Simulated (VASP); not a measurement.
Calculation: PBEsol GGA, VASP's PBE PAW potentials (set 64) (plane waves; VASP 6.6.1).

VASP ran on this input.

INCAR:
```
ALGO=Normal
EDIFF=1E-6
EDIFFG=-0.01
ENCUT=400
GGA=PS
IBRION=2
ISIF=3
ISMEAR=1
LASPH=.TRUE.
LCHARG=.FALSE.
LMAXMIX=6
LREAL=.FALSE.
LWAVE=.FALSE.
NELM=100
NSW=60
PREC=Accurate
SIGMA=0.1
SYSTEM=Ir
```

KPOINTS:
```
Automatic
0
G
 15 15 15
```

File POSCAR:
```
Ir
1.0
 -1.5395171645   1.5395171645   1.5395171645
  1.5395171645  -1.5395171645   1.5395171645
  1.5395171645   1.5395171645  -1.5395171645
Ir
1
Cartesian
  0.0000000000   0.0000000000   0.0000000000
```

POTCAR, in this order: Ir (PBE.64 set). Program: vasp_std.

Unless said otherwise, spin-orbit coupling is left out, though it shifts the bands of the heavy elements here.

What does the run give for the energy per atom (σ→0), band gap (on the k-mesh)?

```
Property                                                     Value
------------------------  ----------------------------------------
energy per atom (σ→0)                               -9.133 eV/atom
band gap (on the k-mesh)  none (metal, semimetal or under 0.01 eV)
```

### OSZICAR
```
...
DAV:   4    -0.965954448552E+01   -0.34098E-02   -0.34077E-02  2328   0.179E+00
DAV:   5    -0.965959326217E+01   -0.48777E-04   -0.48776E-04  2736   0.163E-01    0.154E+01
DAV:   6    -0.921931388018E+01    0.44028E+00   -0.95954E-01  2128   0.132E+01    0.682E+00
DAV:   7    -0.914019520196E+01    0.79119E-01   -0.28660E-01  2408   0.663E+00    0.190E+00
DAV:   8    -0.913443512957E+01    0.57601E-02   -0.61848E-03  2008   0.134E+00    0.516E-01
DAV:   9    -0.913416871512E+01    0.26641E-03   -0.12831E-04  2280   0.159E-01    0.341E-02
DAV:  10    -0.913416898890E+01   -0.27378E-06   -0.42545E-06  2512   0.225E-02
   1 F= -.91341690E+01 E0= -.91331570E+01  d E =-.913417E+01
```

The structure was generated: Ir was put into the bcc type (Im-3m), which need not be its known phase. It was relaxed first. The start is the result of an earlier pass.
